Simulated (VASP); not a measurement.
Given:

```xyz
2
Lattice="0.0000 2.7358 2.7358 2.7358 0.0000 2.7358 2.7358 2.7358 0.0000" Properties=species:S:1:pos:R:3 pbc="T T T"
Ag     0.0000     0.0000     0.0000
Cl     2.7358     2.7358     2.7358
```

Level of theory: vdW-DF-cx, VASP's PBE PAW potentials (set 64) (plane waves; VASP). Numerical set-up: 520 eV cut-off, 9×9×9 Γ-centred mesh, tetrahedra with Blöchl corrections, potentials Ag Cl.

Problem. Tabulate the total density of states (states/eV per cell) against energy (eV; zero at the valence-band maximum or, without a gap, the Fermi level).

Solution. 
```tsv
E (eV)	DOS (states/eV)
-9.95	0.00
-9.35	0.00
-8.75	0.00
-8.15	0.00
-7.55	0.00
-6.95	0.00
-6.35	0.00
-5.75	0.00
-5.15	1.66
-4.55	1.45
-3.95	3.53
-3.35	1.04
-2.75	0.64
-2.27	10.2
-1.67	3.21
-1.07	2.15
-0.47	1.80
0.13	0.00
0.73	0.00
1.33	0.02
1.93	0.06
2.53	0.20
3.13	0.47
3.73	0.89
4.33	1.20
```
Within 2 eV below the valence-band maximum the largest weight inside VASP's projection spheres is Ag d, then Cl p.

The compound is AgCl in the rock salt structure. It was relaxed first.
